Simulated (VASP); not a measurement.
# Be3Te2O (Cmc2_1) in VASP: notebook, part 2 of 2

VASP 6.6.1. Earlier steps stand in the parts before.

### 3 Born charges and dielectric tensor, PBE

Contents of INCAR:

```
ALGO = Fast
EDIFF = 1E-8
ENCUT = 520
GGA = PE
ISIF = 2
ISMEAR = 0
KPAR = 4
LASPH = T
LCHARG = F
LEPSILON = T
LREAL = F
LWAVE = F
NELM = 100
PREC = Accurate
SIGMA = 0.02
```

Contents of KPOINTS:

```
k-points
0
Gamma
  6 6 4
```

Contents of POSCAR:

```
Be3Te2O
1.0
    5.3850100000     -3.0738400000      0.0000000000
    5.3850100000      3.0738400000      0.0000000000
    0.0000000000      0.0000000000      6.7754500000
Be Te O
6 4 2
Direct
    0.4327260000      0.8200530000      0.1162620000
    0.1799470000      0.5672740000      0.1162620000
    0.9346370000      0.0653630000      0.0457040000
    0.8200530000      0.4327260000      0.6162620000
    0.5672740000      0.1799470000      0.6162620000
    0.0653630000      0.9346370000      0.5457040000
    0.5136420000      0.1535420000      0.9889760000
    0.1535420000      0.5136420000      0.4889760000
    0.8464580000      0.4863580000      0.9889760000
    0.4863580000      0.8464580000      0.4889760000
    0.1801660000      0.8198340000      0.0734970000
    0.8198340000      0.1801660000      0.5734970000
```

Potentials or basis: VASP PAW PBE potentials, release 64 (Be, Te, O).

Started as:

```console
cat potpaw_PBE.64/Be/POTCAR potpaw_PBE.64/Te/POTCAR potpaw_PBE.64/O/POTCAR > POTCAR
mpirun -np 4 vasp_std > vasp.out
```

OUTCAR:

```text
EDIFF = 1E-8
   ENCUT = 520
   GGA = PE
   ISIF = 2
   ISMEAR = 0
   LASPH = T
   LEPSILON = T
   LREAL = F
   NELM = 100
   PREC = Accurate

 ion  position               nearest neighbor table
   1  0.433  0.820  0.116-  11 1.59   9 2.49   7 2.52  10 2.56
   2  0.180  0.567  0.116-  11 1.59   7 2.49   9 2.52   8 2.56
   3  0.935  0.065  0.046-  11 1.52   9 2.41   7 2.41
   4  0.820  0.433  0.616-  12 1.59  10 2.49   8 2.52   9 2.56
   5  0.567  0.180  0.616-  12 1.59   8 2.49  10 2.52   7 2.56
   6  0.065  0.935  0.546-  12 1.52  10 2.41   8 2.41
   7  0.514  0.154  0.989-   3 2.41   2 2.49   1 2.52   5 2.56   9 3.56   9 3.56   9 3.58
   8  0.154  0.514  0.489-   6 2.41   5 2.49   4 2.52   2 2.56  10 3.56  10 3.56  10 3.58
   9  0.846  0.486  0.989-   3 2.41   1 2.49   2 2.52   4 2.56   7 3.56   7 3.56   7 3.58
  10  0.486  0.846  0.489-   6 2.41   4 2.49   5 2.52   1 2.56   8 3.56   8 3.56   8 3.58
  11  0.180  0.820  0.073-   3 1.52   2 1.59   1 1.59
  12  0.820  0.180  0.573-   6 1.52   5 1.59   4 1.59

  LATTYP: Found a base centered orthorhombic cell.
 ALAT       =     6.1476800000
 B/A-ratio  =     1.7518836374
 C/A-ratio  =     1.1021149442

  Lattice vectors:

 A1 = (  -5.3850100000,  -3.0738400000,   0.0000000000)
 A2 = (   5.3850100000,  -3.0738400000,   0.0000000000)
 A3 = (   0.0000000000,   0.0000000000,   6.7754500000)

Analysis of symmetry for initial positions (statically):
=====================================================================
 Subroutine PRICEL returns:
 Original cell was already a primitive cell.

 Routine SETGRP: Setting up the symmetry group for a
 base centered orthorhombic supercell.

 Subroutine GETGRP returns: Found  4 space group operations
 (whereof  2 operations were pure point group operations)
 out of a pool of  8 trial point group operations.

The static configuration has the point symmetry C_1h.
 The point group associated with its full space group is C_2v.

Analysis of symmetry for dynamics (positions and initial velocities):
=====================================================================
 Subroutine PRICEL returns:
 Original cell was already a primitive cell.

 Routine SETGRP: Setting up the symmetry group for a
 base centered orthorhombic supercell.

 Subroutine GETGRP returns: Found  4 space group operations
[... 1053 lines left out ...]

--------------------------------------- Ionic step        3  -------------------------------------------

 Free energy of the ion-electron system (eV)
  ---------------------------------------------------
  ---------------------------------------------------
  free energy    TOTEN  =        -3.70524467 eV

  energy without entropy =       -3.70524467

------------------------ aborting loop because EDIFF is reached ----------------------------------------

 PIEZOELECTRIC TENSOR FIELD DIRECTION 3  (e Angst)
 -----------------------------------------------------------------------------
     4.29582  0.00000  0.00000           ( -0.07691  0.00000  0.00000)
     0.00000  2.59568  0.00000           (  0.00000 -0.09096  0.00000)
     0.00000  0.00000 -6.61011           (  0.00000  0.00000  0.35379)

 PIEZOELECTRIC TENSOR FIELD DIRECTION 3  (C/m^2)
 -----------------------------------------------------------------------------
     0.30685  0.00000  0.00000
     0.00000  0.18541  0.00000
     0.00000  0.00000 -0.47215

 MACROSCOPIC STATIC DIELECTRIC TENSOR (including local field effects in DFT)
 ------------------------------------------------------
           6.216039     0.000000     0.000000
           0.000000     6.327363     0.000000
           0.000000     0.000000     6.385299
 ------------------------------------------------------

 PIEZOELECTRIC TENSOR (including local field effects)  for field in x, y, z        (e  Angst)
          XX          YY          ZZ          XY          YZ          ZX
  --------------------------------------------------------------------------------
  x     0.00000     0.00000     0.00000     0.00000     0.00000     3.54238
  y     0.00000     0.00000     0.00000     0.00000     2.44616     0.00000
  z     4.29582     2.59568    -6.61011     0.00000     0.00000     0.00000

 PIEZOELECTRIC TENSOR (including local field effects)  for field in x, y, z        (C/m^2)
          XX          YY          ZZ          XY          YZ          ZX
  --------------------------------------------------------------------------------
  x     0.00000     0.00000     0.00000     0.00000     0.00000     0.25303
  y     0.00000     0.00000     0.00000     0.00000     0.17473     0.00000
  z     0.30685     0.18541    -0.47215     0.00000     0.00000     0.00000

 BORN EFFECTIVE CHARGES (including local field effects) (in |e|, cummulative output)
 ---------------------------------------------------------------------------------
 ion    1
    1     1.91788    -0.12487    -0.17524
    2    -0.07238     1.79272     0.18416
    3    -0.17264     0.20865     2.02680
 ion    2
    1     1.91788     0.12487     0.17524
    2     0.07238     1.79272     0.18416
    3     0.17264     0.20865     2.02680
 ion    3
    1     2.28233     0.00000     0.00000
    2     0.00000     2.20663    -0.44790
    3     0.00000    -0.55134     0.49965
 ion    4
    1     1.91788     0.12487    -0.17524
    2     0.07238     1.79272    -0.18416
    3    -0.17264    -0.20865     2.02680
 ion    5
[... 16 lines left out ...]
    1    -1.29374     0.02677    -0.09005
    2    -0.04301    -1.22186    -0.06756
    3    -0.11789    -0.10632    -1.45240
 ion   10
    1    -1.29374    -0.02677    -0.09005
    2     0.04301    -1.22186     0.06756
    3    -0.11789     0.10632    -1.45240
 ion   11
    1    -3.53062     0.00000     0.00000
    2     0.00000    -3.34834     0.43923
    3     0.00000     0.61895    -1.64847
 ion   12
    1    -3.53062     0.00000     0.00000
    2     0.00000    -3.34834    -0.43923
    3     0.00000    -0.61895    -1.64847
```

OSZICAR:

```text
N       E                     dE             d eps       ncg     rms          rms(c)
DAV:   1     0.235045892671E+03    0.23505E+03   -0.19226E+04  2418   0.129E+03
[... 13 lines left out ...]
RMM:   8    -0.370498827130E+01   -0.27507E-02   -0.41881E-05  4365   0.292E-02    0.397E-03
RMM:   9    -0.370507021117E+01   -0.81940E-04   -0.20424E-06  4433   0.563E-03    0.193E-03
RMM:  10    -0.370527947833E+01   -0.20927E-03   -0.11177E-06  4267   0.417E-03    0.512E-04
RMM:  11    -0.370525093495E+01    0.28543E-04   -0.41130E-07  4467   0.716E-04    0.314E-04
RMM:  12    -0.370524784357E+01    0.30914E-05    0.51077E-07  4384   0.623E-04    0.623E-05
RMM:  13    -0.370524572236E+01    0.21212E-05   -0.14774E-06  4069   0.254E-04    0.335E-05
RMM:  14    -0.370524467214E+01    0.10502E-05    0.18702E-06  3588   0.208E-04    0.689E-06
```

Run time: 10 min. Hardware: 4 MPI ranks of Intel Xeon Platinum 8488C (Sapphire Rapids), shared host; peak memory 0.99 GiB.

What came out:

```yaml
Band_gap_on_the_k_mesh: 2.01 eV, indirect (least direct gap 2.17 eV)
Electronic_dielectric_tensor_diagonal: 6.22, 6.33, 6.39
Born_charges_mean_of_the_diagonal: Be +1.91, +1.66; Te -1.32; O -2.84 e
```

Levels at points of the mesh, in eV from the valence-band top:
| k point | band 20 | band 21 | band 22 | band 23 | band 24 | band 25 | band 26 | band 27 | band 28 | band 29 |
| --- | --- | --- | --- | --- | --- | --- | --- | --- | --- | --- |
| (0.00, 0.00, 0.00) | -1.97 | -1.53 | -1.35 | -1.00 | -0.89 | 2.56 | 2.61 | 3.02 | 3.36 | 3.63 |
| (0.50, 0.00, 0.00) | -1.34 | -1.21 | -1.16 | -0.94 | -0.63 | 2.79 | 3.27 | 3.30 | 3.62 | 3.97 |
| (0.50, 0.50, 0.00) | -1.91 | -1.72 | -1.58 | -0.40 | -0.34 | 2.07 | 2.82 | 3.36 | 3.54 | 3.93 |
| (0.00, 0.00, 0.50) | -2.04 | -1.57 | -1.57 | -0.78 | -0.78 | 2.32 | 2.32 | 3.89 | 3.89 | 4.36 |
| (0.50, 0.00, 0.50) | -1.77 | -1.52 | -1.52 | -1.06 | -1.06 | 2.27 | 2.27 | 3.25 | 3.25 | 3.93 |
| (0.50, 0.50, 0.50) | -1.52 | -1.43 | -1.43 | -1.10 | -1.10 | 2.60 | 2.60 | 2.90 | 2.90 | 3.93 |

Electronic dielectric tensor:
```
6.22 0.00 0.00
0.00 6.33 0.00
0.00 0.00 6.39
```

Born effective charge tensors (e):
atom 1, Be
```
 1.92 -0.12 -0.18
-0.07  1.79  0.18
-0.17  0.21  2.03
```
atom 2, Be
```
1.92 0.12 0.18
0.07 1.79 0.18
0.17 0.21 2.03
```
atom 3, Be
```
 2.28  0.00  0.00
 0.00  2.21 -0.45
 0.00 -0.55  0.50
```
atom 4, Be
```
 1.92  0.12 -0.18
 0.07  1.79 -0.18
-0.17 -0.21  2.03
```
atom 5, Be
```
 1.92 -0.12  0.18
-0.07  1.79 -0.18
 0.17 -0.21  2.03
```
atom 6, Be
```
2.28 0.00 0.00
0.00 2.21 0.45
0.00 0.55 0.50
```
atom 7, Te
```
-1.29 -0.03  0.09
 0.04 -1.22 -0.07
 0.12 -0.11 -1.45
```
atom 8, Te
```
-1.29  0.03  0.09
-0.04 -1.22  0.07
 0.12  0.11 -1.45
```
atom 9, Te
```
-1.29  0.03 -0.09
-0.04 -1.22 -0.07
-0.12 -0.11 -1.45
```
atom 10, Te
```
-1.29 -0.03 -0.09
 0.04 -1.22  0.07
-0.12  0.11 -1.45
```
atom 11, O
```
-3.53  0.00  0.00
 0.00 -3.35  0.44
 0.00  0.62 -1.65
```
atom 12, O
```
-3.53  0.00  0.00
 0.00 -3.35 -0.44
 0.00 -0.62 -1.65
```

Caveat: spin-orbit coupling is left out, which moves the levels of the heavy elements.
